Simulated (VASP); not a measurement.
An input for Quantum ESPRESSO's pw.x (written as the equivalent of a VASP run, and not itself run):

```
&CONTROL
  calculation = 'scf'
  pseudo_dir = './pseudo'
  outdir = './out'
  tprnfor = .true.
  tstress = .true.
/
&SYSTEM
  ibrav = 0
  nat = 2
  ntyp = 2
  ecutwfc = 92
  occupations = 'smearing'
  smearing = 'gaussian'
  degauss = 0.003675
  input_dft = 'pbe'
  noncolin = .true.
  lspinorb = .true.
/
&ELECTRONS
  conv_thr = 7.3e-08
  electron_maxstep = 100
/
ATOMIC_SPECIES
  Cu 63.546 Cu.upf
  Cl 35.450 Cl.upf
CELL_PARAMETERS angstrom
     0.0000000    2.7050000    2.7050000
     2.7050000    0.0000000    2.7050000
     2.7050000    2.7050000    0.0000000
ATOMIC_POSITIONS crystal
  Cu   0.0000000  0.0000000  0.0000000
  Cl   0.2500000  0.2500000  0.2500000
K_POINTS automatic
  8 8 8 0 0 0
```

Task: Translate this input to VASP (INCAR, KPOINTS, POSCAR, choice of POTCAR).

Result: One answer among several that fit: 
INCAR:
```
LWAVE = .FALSE.
LASPH = .TRUE.   # aspherical one-centre terms
GGA = PE   # PBE
GGA_COMPAT = .FALSE.
LSORBIT = .TRUE.
ENCUT = 400   # plane-wave cut-off (eV)
ISIF = 2   # forces and stress, cell fixed
LCHARG = .FALSE.
PREC = Accurate
SYSTEM = CuCl
SIGMA = 0.05   # width (eV)
LREAL = .FALSE.   # projection in real space or not
LMAXMIX = 4   # l cut-off of mixed one-centre charges
MAGMOM = 6*0
NELM = 100   # most electronic steps
EDIFF = 1E-6   # SCF stop (eV)
ALGO = Normal   # blocked Davidson
ISMEAR = 0
```

**KPOINTS**
```
K-points
0
gamma
  8 8 8
0 0 0
```

File POSCAR:
```
CuCl
1
    0.0000000000     2.7050000000     2.7050000000
    2.7050000000     0.0000000000     2.7050000000
    2.7050000000     2.7050000000     0.0000000000
Cu Cl
1 1
Direct
  0.0000000000   0.0000000000   0.0000000000
  0.2500000000   0.2500000000   0.2500000000
```

POTCAR, in this order: Cu Cl (PBE.64 set). Program: vasp_ncl.

Limits of the translation: the potentials are each code's own (VASP's PAW set, PseudoDojo norm-conserving files, fully relativistic, in pw.x), so ENCUT and ecutwfc are chosen apart and not converted; conv_thr bounds pw.x's estimated SCF error, while EDIFF bounds the energy change between steps.

The compound is CuCl in the zinc blende structure. The cell was not relaxed at this level. The run is one of a series of settings (GGA_COMPAT = .FALSE., LSORBIT = .TRUE., MAGMOM = 0 0 0 0 0 0, program vasp_ncl against the base run), some of them coarse on purpose.
